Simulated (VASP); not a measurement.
VASP ran on this input.

### POSCAR
```
NiO
1.0
  4.1887651101   2.0944121754   2.0944121754
  2.0944121754   4.1887651101   2.0944121754
  2.0944121754   2.0944121754   4.1887651101
Ni O
2 2
Cartesian
  0.0000000000   0.0000000000   0.0000000000
  4.1887947305   4.1887947305   4.1887947305
  2.0943973652   2.0943973652   2.0943973652
  6.2831920957   6.2831920957   6.2831920957
```

**KPOINTS**
```
Automatic mesh
0
Gamma
8 8 8
0 0 0
```

INCAR:
```
ALGO = Normal
EDIFF = 1E-6
EDIFFG = -0.02
ENCUT = 520
IBRION = 2
ISIF = 3
ISMEAR = 0
ISPIN = 2
LASPH = .TRUE.
LCHARG = .FALSE.
LMAXMIX = 4
LMIXTAU = .TRUE.
LORBIT = 10
LREAL = .FALSE.
LWAVE = .FALSE.
MAGMOM = 1.7 1.7 0.3 0.3
METAGGA = R2SCAN
NELM = 100
NSW = 60
PREC = Accurate
SIGMA = 0.05
SYSTEM = NiO
```

POTCAR, in this order: Ni O (PBE.64 set). Program: vasp_std.

### Question
Translate this r2SCAN calculation to Ansatz.

### Answer
One equivalent input (not run):
Ansatz 0.2 input:
```yaml
crystal:
  lattice:
    - [4.1887651, 2.0944122, 2.0944122]
    - [2.0944122, 4.1887651, 2.0944122]
    - [2.0944122, 2.0944122, 4.1887651]
  atoms:
    - { symbol: Ni, position: [0.0000000, 0.0000000, 0.0000000], spin: 1.7 }
    - { symbol: Ni, position: [0.5000000, 0.5000000, 0.5000000], spin: 1.7 }
    - { symbol: O, position: [0.2500000, 0.2500000, 0.2500000], spin: 0.3 }
    - { symbol: O, position: [0.7500000, 0.7500000, 0.7500000], spin: 0.3 }
kpoints:
  mp_grid: { grid: [8, 8, 8] }
hamiltonian:
  xc: r2scan
  pseudopotentials: { kind: paw }
magnetization: { spin_polarized: true }
scf:
  occupations: { method: gaussian, width: 0.05 }
  max_iter: 100
relax:
  max_steps: 60
  f_tol: 0.02
  cell: {}
output: { forces: true, stress: true, eigenvalues: true }
```
What does not carry over: each code has its own PAW files, so the cut-off isn't converted (ENCUT is set for VASP's; basis.ecutwfc is left out, and Ansatz then takes the one that its files recommend); Ansatz stops its SCF on the density residual and VASP on the energy change (EDIFF).

The compound is NiO in the rock salt, AFM-II order structure. It was relaxed first. The start is the result of an earlier pass.
